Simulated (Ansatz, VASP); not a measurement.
# Ge3P2Se11 in two plane-wave programs, part 2 of 2

One calculation is typed for both programs; each brings its own data sets. How far apart do they land? Of the first pair: The structure shown is the start of the Ansatz relaxation below; VASP solves that cell, so the two are compared at the walk's first step.

VASP 6.6.1 and Ansatz 0.2.0.

So far. Step 3 (VASP: single point, PBE with D3(BJ), start cell, pair 1): The run ends at a pressure of 15.63 GPa, with forces up to 5.4 eV/Å.

## Step 5: Ansatz: relaxation, PBE with D3(BJ)

Level of this step: Ansatz beside VASP: Kohn-Sham DFT, plane waves, PBE with D3(BJ) (Ansatz).

This run makes the geometry at which the two programs are then compared. The cell compared in this pair holds 713.05 Å³, against 980.31 Å³ for the pair before.

The structure compared here is the end of the Ansatz relaxation.

File input.yaml:

```yaml
crystal:
  lattice:
    - [9.9339282556, 0.0, 0.0]
    - [0.0, 9.9339282556, 0.0]
    - [0.0, 0.0, 9.9339282556]
  atoms:
    - { symbol: P, position: [0.057474, 0.288441, 0.555242] }
    - { symbol: P, position: [0.560344, 0.020007, 0.158418] }
    - { symbol: P, position: [0.542268, 0.551556, 0.835994] }
    - { symbol: P, position: [0.950278, 0.086576, 0.057252] }
    - { symbol: Ge, position: [0.441813, 0.959049, 0.753586] }
    - { symbol: Ge, position: [0.442859, 0.6221, 0.237391] }
    - { symbol: Ge, position: [0.47885, 0.28988, 0.497384] }
    - { symbol: Ge, position: [0.000454, 0.62148, 0.332721] }
    - { symbol: Ge, position: [0.953772, 0.495367, 0.911831] }
    - { symbol: Ge, position: [0.009767, 0.886202, 0.673253] }
    - { symbol: Se, position: [0.960781, 0.428917, 0.450967] }
    - { symbol: Se, position: [0.926185, 0.608181, 0.124705] }
    - { symbol: Se, position: [0.00892, 0.692061, 0.810011] }
    - { symbol: Se, position: [0.477979, 0.54447, 0.026343] }
    - { symbol: Se, position: [0.226024, 0.622708, 0.292286] }
    - { symbol: Se, position: [0.450018, 0.425538, 0.712938] }
    - { symbol: Se, position: [0.060198, 0.365001, 0.74106] }
    - { symbol: Se, position: [0.530434, 0.832153, 0.22363] }
    - { symbol: Se, position: [0.517441, 0.740865, 0.773634] }
    - { symbol: Se, position: [0.50524, 0.153022, 0.290728] }
    - { symbol: Se, position: [0.937688, 0.011361, 0.872002] }
    - { symbol: Se, position: [0.246082, 0.272211, 0.486843] }
    - { symbol: Se, position: [0.548433, 0.096909, 0.618124] }
    - { symbol: Se, position: [0.948451, 0.776034, 0.484096] }
    - { symbol: Se, position: [0.536934, 0.482001, 0.384463] }
    - { symbol: Se, position: [0.730668, 0.493121, 0.840024] }
    - { symbol: Se, position: [0.229268, 0.935443, 0.698908] }
    - { symbol: Se, position: [0.964683, 0.115556, 0.547163] }
    - { symbol: Se, position: [0.477905, 0.034351, 0.974436] }
    - { symbol: Se, position: [0.953282, 0.285698, 0.040241] }
    - { symbol: Se, position: [0.100451, 0.02459, 0.164653] }
    - { symbol: Se, position: [0.762652, 0.039736, 0.131144] }
  symmetry: { detect: false }
kpoints:
  mp_grid: { grid: [1, 1, 1] }
scf:
  occupations: { method: fermi_dirac, width: 0.05 }
hamiltonian:
  xc: pbe
  dispersion: d3bj
  pseudopotentials: { kind: paw, azcp: { folder: soft_1 } }
output:
  forces: true
  stress: true
relax:
  f_tol: 0.04
  max_steps: 150
  escape_saddle: false
  cell: { stress_tol: 0.4, fix: [] }
```

Command:

```
$ ansatz run input.yaml --threads 4 --pin off --max-ram 14336MiB --backend cpu --events-out ev --progress --plain --runs-dir out
```

Numbers of over 12 decimals in the logs are rounded to 6 here.

What it wrote:

```text
[...]
Crystal: 32 atoms, lattice volume = 980.309 Å³
Basis set: ecut = 420 eV, 19213 PW (Γ), exchange–correlation on 144×144×144 points (8 copies of the dense FFT grid, shifted against one another)
Bands: 274, of which v1, the nominal top of the filled ones, is band 228 counted from 1 (227 counted from 0)
Symmetry: 1 space group operations
k-points: 1
[...]
- { symbol: Se, position: [0.454288, 0.621113, 0.537205] }
    - { symbol: Se, position: [0.215965, 0.262129, 0.896439] }
    - { symbol: Se, position: [0.509044, 0.878455, 0.250349] }
[...]
- { symbol: Se, position: [0.277116, -0.066876, 0.916043] }
    - { symbol: Se, position: [0.878860, 0.292576, 0.144418] }
    - { symbol: Se, position: [0.179734, -0.074737, 0.198076] }
    - { symbol: Se, position: [0.913698, -0.102362, 0.359121] }
[key lines of the parts left out:]
SCF converged after 7 iterations
Free energy (F): -149131.614873 eV
Fermi energy:    8.518230 eV
P = ⅓ Tr σ = 0.0041 GPa (0.041 kbar)
```

## Step 6: VASP: single point, PBE with D3(BJ), relaxed cell, pair 2

The same cell, functional, mesh and smearing now go to VASP, with its own data sets.

File INCAR:

```
SYSTEM = Ge3P2Se11
PREC = Accurate
ENCUT = 500
EDIFF = 1E-06
NELM = 120
ISMEAR = -1
SIGMA = 0.05
LREAL = Auto
ALGO = Normal
GGA = PE
IVDW = 12
NBANDS = 140
LORBIT = 11
LWAVE = .FALSE.
LCHARG = .FALSE.
ISIF = 2
LASPH = .TRUE.
GGA_COMPAT = .FALSE.
EFERMI = MIDGAP
```

File POSCAR:

```
Ge3P2Se11
1.0
    8.2157301527      0.1579672438     -0.6740932167
    0.1579672438      8.1377438007      0.9407126381
   -0.6740932167      0.9407126381     10.8362507440
P Ge Se
4 6 22
Direct
    0.1811660474      0.3076189612      0.6661449546
    0.5885506651      0.0506416617      0.0947835722
    0.4268671572      0.6148033781      0.7533780961
    0.8660104433      0.9548981782      0.1305518867
    0.5417270214      0.9901688157      0.8145435713
    0.5299706695      0.6080387419      0.1634382968
    0.4549276662      0.3085917195      0.5948270009
    0.9546338826      0.5928733449      0.3496449085
    0.8770245871      0.3775742762      0.8835745593
    0.0661129272      0.8927580192      0.6148739457
    0.0407542983      0.5603284417      0.6091766090
    0.8438720140      0.6458838440      0.1217608906
    0.0060608693      0.8150581938      0.8597770907
    0.2588720591      0.5817960033      0.9146109388
    0.2076872426      0.5840147007      0.2078036772
    0.4542884359      0.6211126939      0.5372045350
    0.2159654745      0.2621289889      0.8964391896
    0.5090442862      0.8784548405      0.2503491267
    0.6610147338      0.6942599826      0.8516524026
    0.5440230552      0.2823965408      0.1844688501
    0.8481576289      0.0583771755      0.8798698280
    0.2134848641      0.2716142293      0.1779931254
    0.6485632967      0.0524658052      0.5630836931
    0.7796048218      0.7847276538      0.5746600355
    0.6676721851      0.4853179382      0.3914291717
    0.5526980569      0.3256079353      0.8347677133
    0.3741110404      0.9508745051      0.5962954569
    0.9753226140      0.1995965666      0.5667101028
    0.2771156713      0.9331240687      0.9160426071
    0.8788598574      0.2925764250      0.1444175882
    0.1797339996      0.9252629545      0.1980764522
    0.9136984281      0.8976384160      0.3591211235
```

File KPOINTS:

```
Automatic mesh
0
Gamma
1 1 1
0 0 0
```

Potentials, in the order of the species: P, Ge_d and Se (PBE family, release 64).

Command:

```
$ mpirun -np 4 vasp_gam
```

What it wrote:

```text
[... set-up lines as in an earlier step ...]
 entering main loop
       N       E                     dE             d eps       ncg     rms          rms(c)
DAV:   1     0.432698124886E+04    0.43270E+04   -0.93578E+04   400   0.289E+03
DAV:   2     0.968193922381E+03   -0.33588E+04   -0.32119E+04   296   0.991E+02
DAV:   3     0.132667466134E+02   -0.95493E+03   -0.91657E+03   324   0.259E+02
DAV:   4    -0.125869051002E+03   -0.13914E+03   -0.13288E+03   352   0.103E+02
[...]
DAV:  14    -0.133011875779E+03   -0.23331E-04   -0.33877E-05   296   0.147E-02    0.111E-02
DAV:  15    -0.133011878351E+03   -0.25719E-05   -0.58481E-06   304   0.610E-03    0.586E-03
DAV:  16    -0.133011878861E+03   -0.50941E-06   -0.95429E-07   184   0.294E-03
   1 F= -.14464338E+03 E0= -.14464092E+03  d E =-.491565E-02
```

From OUTCAR (step 6):

```text
 Edisp (eV)  -11.63150

  Total      -0.04989     0.19958     0.43162    -0.08768     0.18996    -0.07688
  in kB      -0.11210     0.44846     0.96983    -0.19702     0.42683    -0.17275
  external pressure =        0.44 kB  Pullay stress =        0.00 kB

 POSITION                                       TOTAL-FORCE (eV/Angst)
 -----------------------------------------------------------------------------------
      1.08796      3.15859      7.38577         0.006512     -0.006698     -0.028026
      4.77948      0.59424      0.67800         0.042117     -0.035355     -0.000977
      3.09630      5.77926      8.45440         0.024333     -0.017232     -0.003502
      7.17775      8.03033      1.72921        -0.045503      0.032110      0.014501
      4.05802      8.90957      9.39289        -0.003719      0.012535      0.015069
      4.33997      5.18553      1.98580         0.006750     -0.012121     -0.013467
      3.38534      3.14267      6.42933        -0.001088     -0.007777     -0.006164
      7.70098      5.30437      3.70305        -0.013363     -0.015291     -0.011897
      6.66943      4.04233      9.33863         0.010781      0.007978      0.001344
      0.26971      7.85390      7.45819         0.012582     -0.003560     -0.023379
      0.01270      5.13931      7.10083        -0.002062      0.017729      0.013982
      6.95298      5.50388      1.35817        -0.003555     -0.006127      0.003498
     -0.40102      7.44250     10.07941        -0.019803     -0.004699     -0.000355
      1.60219      5.63579     10.28375         0.005654     -0.007173     -0.002406
[...]
-----------------------------------------------------------------------------------
    total drift:                               -0.000149      0.025995      0.006686

  FREE ENERGIE OF THE ION-ELECTRON SYSTEM (eV)
  ---------------------------------------------------
  free  energy   TOTEN  =      -144.6433821552 eV

  energy  without entropy=     -144.6384665042  energy(sigma->0) =     -144.64092433

[... 1 part as in an earlier step ...]

[... 2 further parts left out ...]
[key lines of the parts left out:]
E-fermi :   4.4959
```

The run ends at a pressure of 0.04 GPa, with forces up to 0.058 eV/Å.

## Step 7: Comparison

What differs besides the data sets and the points named for the pairs above, as far as they apply: the data sets hold 456 valence electrons in Ansatz (on its PAW soft_1 files) and 236 in VASP; the cutoff is 420 eV in Ansatz and 500 eV in VASP (PREC = Accurate, projectors in real space); Ansatz's pressure holds a Pulay correction, VASP's none. Total energies have different zeros and are not compared.

Both answers:

| quantity | Ansatz | VASP | difference |
| --- | --- | --- | --- |
| pressure (GPa) | 0.00 | 0.04 | -0.04 |
| gap on the k mesh (eV) | 0.559 | 0.560 | -0.001 |

At this near-relaxed geometry the largest component of a force difference is 23 meV/Å. A gap on the mesh is an upper bound, since the band edges may lie between its points.

## Step 8: Outcome

```
r.m.s. force difference (single point, PBE with D3(BJ), start cell, pair 1)           : 0.79 % of the r.m.s. force
difference in gap on the k mesh (single point, PBE with D3(BJ), relaxed cell, pair 2) : -0.0013 eV
r.m.s. force difference (single point, PBE with D3(BJ), relaxed cell, pair 2)         : 6.6 meV/Å
```

**Reading.** The r.m.s. force difference is 6.6 meV/Å (single point, PBE with D3(BJ), relaxed cell, pair 2), within the 12 meV/Å picked in this series as the mark of a large difference. The data sets hold unlike numbers of valence electrons (456 in Ansatz and 236 in VASP), so part of the differences comes from the potentials. Such differences can come from data sets, numerical settings and the points named under the comparisons, not from the functional's error against experiment.

[Lines on the potential files, build, host, timing and source positions are cut from VASP's logs without a mark.]

[Logs are printed without paths, hosts, clocks, repeated set-up lines and the standing remarks that a program may print on its own settings, such as how far it seeks lower states.]

[Hosts, paths, dates, database ids (printed as entryN), source tags and the programs' standing remarks are cut or masked in the printed files.]
